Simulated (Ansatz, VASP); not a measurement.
# Ti2NF2: VASP beside Ansatz, part 2 of 2

One calculation is typed for both programs; each brings its own data sets. How far apart do they land? Of the first pair: The structure shown is the start of the Ansatz relaxation below; VASP solves that cell, so the two are compared at the walk's first step.

VASP 6.6.1 and Ansatz 0.2.0.

So far. Step 4 (Comparison): The forces differ by 13 meV/Å r.m.s., which is 1.0 % of the r.m.s. force of 1.260 eV/Å (both taken over all components). With vacuum in the cell, a pressure given here is an average over mostly empty space and none of the material.

### Step 6. VASP: single point, PBE, start cell, pair 2

Level of this step: PBE, no spin polarisation; plane waves and PAW (N, Ti_sv, F) (VASP).

The same cell, functional, mesh and smearing now go to VASP, with its own data sets.

Contents of INCAR:

```
SYSTEM = Ti2NF2
PREC = Accurate
ENCUT = 520
EDIFF = 1E-06
NELM = 120
ISMEAR = 0
SIGMA = 0.1
LREAL = .FALSE.
ALGO = Normal
GGA = PE
NBANDS = 27
LASPH = .TRUE.
LORBIT = 11
LWAVE = .FALSE.
LCHARG = .FALSE.
ISIF = 2
LDIPOL = .TRUE.
IDIPOL = 3
DIPOL = 0.5 0.5 0.301
LVHAR = .TRUE.
GGA_COMPAT = .FALSE.
NELMDL = -8
KPAR = 2
```

Contents of POSCAR:

```
Ti2NF2
1.0
    3.0606440000      0.0000000000      0.0000000000
   -1.5303220000      2.6505960000      0.0000000000
    0.0000000000      0.0000000000     33.2000000000
N Ti F
1 2 2
Direct
    0.0000000000      0.0000000000      0.3012048193
    0.3333333333      0.6666666667      0.3333553916
    0.6666666667      0.3333333333      0.2690542470
    0.6666666667      0.3333333333      0.3709252711
    0.3333333333      0.6666666667      0.2314843675
```

Contents of KPOINTS:

```
Automatic mesh
0
Gamma
15 15 1
0 0 0
```

PAW data sets: N, Ti_sv and F (PBE family, release 64).

Run with:

```
> mpirun -np 2 vasp_std
```

Numbers of over 12 decimals in the logs are rounded to 6 here.

What it wrote:

```text
[... set-up lines as in an earlier step ...]
 entering main loop
       N       E                     dE             d eps       ncg     rms          rms(c)
DAV:   1     0.513368910292E+03    0.51337E+03   -0.21536E+04  1794   0.136E+03
DAV:   2     0.322165024588E+02   -0.48115E+03   -0.47297E+03  1858   0.412E+02
DAV:   3    -0.422659134199E+02   -0.74482E+02   -0.74029E+02  2043   0.166E+02
DAV:   4    -0.481515180261E+02   -0.58856E+01   -0.58732E+01  2429   0.445E+01
[...]
DAV:  25    -0.400715906491E+02   -0.26249E-05   -0.11593E-07   966   0.263E-03    0.548E-04
DAV:  26    -0.400715918440E+02   -0.11949E-05   -0.53483E-08   824   0.154E-03    0.162E-04
DAV:  27    -0.400715924393E+02   -0.59529E-06   -0.20428E-08   853   0.942E-04
   1 F= -.40071592E+02 E0= -.40067132E+02  d E =-.892156E-02
```

OUTCAR, selected parts (step 6):

```text
  Total        0.1135554      0.1135554      0.0161866      0.0000000      0.0000000      0.0000000
  in kB        0.6754975      0.6754978      0.0962880      0.0000000      0.0000000      0.0000000
  external PRESSURE =       0.4824278 kB  Pullay stress =       0.0000000 kB

 POSITION                                       TOTAL-FORCE (eV/Angst)
 -----------------------------------------------------------------------------------
      0.00000      0.00000     10.00000         0.000000      0.000000      0.000000
     -0.00000      1.76706     11.06740         0.000000      0.000000      0.003406
      1.53032      0.88353      8.93260         0.000000      0.000000     -0.003406
      1.53032      0.88353     12.31472        -0.000000      0.000000      0.026897
     -0.00000      1.76706      7.68528         0.000000      0.000000     -0.026897
 -----------------------------------------------------------------------------------
    total drift:                               -0.000000     -0.000000      0.000401

  FREE ENERGIE OF THE ION-ELECTRON SYSTEM (eV)
  ---------------------------------------------------
  free  energy   TOTEN  =       -40.0715924393 eV

  energy  without entropy=      -40.0626708793  energy(sigma->0) =      -40.06713166

[... 3 further parts left out ...]
[key lines of the parts left out:]
E-fermi :  -1.9508
```

The run ends at a pressure of 0.05 GPa, with forces up to 0.027 eV/Å.

### Step 7. Comparison

What differs besides the data sets and the points named for the pairs above, as far as they apply: the cutoff is 420 eV in Ansatz and 520 eV in VASP. Total energies have different zeros and are not compared.

At this near-relaxed geometry the largest component of a force difference is 35 meV/Å. With vacuum in the cell, a pressure given here is an average over mostly empty space and none of the material.

### Step 8. Ansatz: relaxation, PBE

This run makes the geometry at which the two programs are then compared.

The structure compared here is the end of the Ansatz relaxation.

Contents of input.yaml:

```yaml
crystal:
  lattice:
    - [3.0607930708, 0.0, 0.0]
    - [-1.5303965354, 2.650724555, 0.0]
    - [0.0, 0.0, 33.2]
  atoms:
    - { symbol: "N", position: [0.0, 0.0, 0.3012048193] }
    - { symbol: Ti, position: [0.3333333333, 0.6666666667, 0.333310044] }
    - { symbol: Ti, position: [0.6666666667, 0.3333333333, 0.2690995945] }
    - { symbol: F, position: [0.6666666667, 0.3333333333, 0.370892728] }
    - { symbol: F, position: [0.3333333333, 0.6666666667, 0.2315169106] }
  periodic: [true, true, false]
kpoints:
  mp_grid: { grid: [18, 18, 1] }
hamiltonian:
  xc: pbe
  pseudopotentials: { kind: paw, azcp: { folder: soft_1 } }
scf:
  occupations: { method: methfessel_paxton, width: 0.2 }
output:
  forces: true
  stress: true
  eigenvalues: true
  write_density: true
  write_potential: true
  elf: true
  volumetric_format: npy
relax:
  adjacent_minimum: "off"
  f_tol: 0.001
  max_steps: 60
  cell: { stress_2d_tol: 0.002 }
```

Run with:

```
> ansatz run input.yaml --threads 4 --pin off --max-ram 16384MiB --backend cpu --events-out ev --progress --plain --runs-dir out
```

What it wrote:

```text
[...]
Crystal: 5 atoms, lattice volume = 269.362 Å³
Basis set: ecut = 420 eV, 5235 PW (Γ), exchange–correlation on 48×48×450 points (8 copies of the dense FFT grid, shifted against one another)
Bands: 27, of which v1, the nominal top of the filled ones, is band 22 counted from 1 (21 counted from 0)
Symmetry: 12 space group operations
[...]
k-points: 37 of 324
[...]
cell:  # Å, volume = 269.2683 Å³
    - [3.060259, 0.0, 0]
    - [-1.530130, 2.650262, 0]
    - [0, 0, 33.2]
  atoms:
    - { symbol: N, position: [0, 0, 0.30120481928] }
    - { symbol: Ti, position: [0.333333, 0.666667, 0.333319] }
    - { symbol: Ti, position: [0.666667, 0.333333, 0.269090] }
    - { symbol: F, position: [0.666667, 0.333333, 0.370911] }
    - { symbol: F, position: [0.333333, 0.666667, 0.231499] }
[key lines of the parts left out:]
SCF converged after 7 iterations
Free energy (F): -7006.928738 eV
Fermi energy:    -4.460136 eV
P = ½ c Tr σ = -0.0014 N/m
```

### Step 9. VASP: single point, PBE, relaxed cell, pair 3

The same cell, functional, mesh and smearing now go to VASP, with its own data sets.

INCAR, as its differences from that of step 6:

```diff
@@ -5,4 +5,4 @@
 NELM = 120
-ISMEAR = 0
-SIGMA = 0.1
+ISMEAR = 1
+SIGMA = 0.2
 LREAL = .FALSE.
```

Contents of POSCAR:

```
Ti2NF2
1.0
    3.0602593550      0.0000000000      0.0000000000
   -1.5301296775      2.6502623436      0.0000000000
    0.0000000000      0.0000000000     33.2000000000
N Ti F
1 2 2
Direct
    0.0000000000      0.0000000000      0.3012048193
    0.3333333333      0.6666666667      0.3333194062
    0.6666666667      0.3333333333      0.2690902323
    0.6666666667      0.3333333333      0.3709108709
    0.3333333333      0.6666666667      0.2314987677
```

Contents of KPOINTS:

```
Automatic mesh
0
Gamma
18 18 1
0 0 0
```

Run with:

```
> mpirun -np 2 vasp_std
```

What it wrote:

```text
[... set-up lines as in an earlier step ...]
 entering main loop
       N       E                     dE             d eps       ncg     rms          rms(c)
DAV:   1     0.515796630223E+03    0.51580E+03   -0.21695E+04  2414   0.137E+03
DAV:   2     0.318454890858E+02   -0.48395E+03   -0.47605E+03  2562   0.411E+02
DAV:   3    -0.422640760954E+02   -0.74110E+02   -0.73653E+02  2777   0.166E+02
DAV:   4    -0.481263292844E+02   -0.58623E+01   -0.58516E+01  3334   0.448E+01
[...]
DAV:  24    -0.400683030489E+02   -0.11211E-04   -0.75756E-07  1548   0.454E-03    0.818E-04
DAV:  25    -0.400683056999E+02   -0.26510E-05   -0.12354E-07  1286   0.247E-03    0.487E-04
DAV:  26    -0.400683066923E+02   -0.99236E-06   -0.45721E-08  1107   0.124E-03
   1 F= -.40068307E+02 E0= -.40067974E+02  d E =-.997626E-03
```

OUTCAR, selected parts (step 9):

```text
  Total        0.1392771      0.1392771      0.0695482     -0.0000000      0.0000000      0.0000000
  in kB        0.8287148      0.8287148      0.4138197     -0.0000000      0.0000000      0.0000000
  external PRESSURE =       0.6904164 kB  Pullay stress =       0.0000000 kB

 POSITION                                       TOTAL-FORCE (eV/Angst)
 -----------------------------------------------------------------------------------
      0.00000      0.00000     10.00000         0.000000      0.000000     -0.000000
     -0.00000      1.76684     11.06620        -0.000000      0.000000      0.035231
      1.53013      0.88342      8.93380         0.000000      0.000000     -0.035231
      1.53013      0.88342     12.31424        -0.000000      0.000000      0.023695
     -0.00000      1.76684      7.68576        -0.000000     -0.000000     -0.023695
 -----------------------------------------------------------------------------------
    total drift:                               -0.000000     -0.000000      0.000377

  FREE ENERGIE OF THE ION-ELECTRON SYSTEM (eV)
  ---------------------------------------------------
  free  energy   TOTEN  =       -40.0683066923 eV

  energy  without entropy=      -40.0673090663  energy(sigma->0) =      -40.06797415

[... 3 further parts left out ...]
[key lines of the parts left out:]
E-fermi :  -1.9687
```

The run ends at a pressure of 0.07 GPa, with forces up to 0.035 eV/Å.

### Step 10. Comparison

At this near-relaxed geometry the largest component of a force difference is 35 meV/Å. With vacuum in the cell, a pressure given here is an average over mostly empty space and none of the material.

### Step 11. Results

| Item | Value |
| --- | --- |
| r.m.s. force difference (single point, PBE, start cell, pair 1) | 1.0 % of the r.m.s. force |
| r.m.s. force difference (single point, PBE, start cell, pair 2) | 15 meV/Å |
| r.m.s. force difference (single point, PBE, relaxed cell, pair 3) | 16 meV/Å |

The r.m.s. force difference is 16 meV/Å (single point, PBE, relaxed cell, pair 3), beyond the 12 meV/Å picked in this series as the mark of a large difference. What causes the difference of the single point, PBE, start cell, pair 2 pair stays open here. What causes the difference of the single point, PBE, relaxed cell, pair 3 pair stays open here. 2 further runs of this series are not shown here. Such differences can come from data sets, numerical settings and the points named under the comparisons, not from the functional's error against experiment.

[Lines on the potential files, build, host, timing and source positions are cut from VASP's logs without a mark.]

[Logs are printed without paths, hosts, clocks, repeated set-up lines and the standing remarks that a program may print on its own settings, such as how far it seeks lower states.]

[Hosts, paths, dates, database ids (printed as entryN), source tags and the programs' standing remarks are cut or masked in the printed files.]
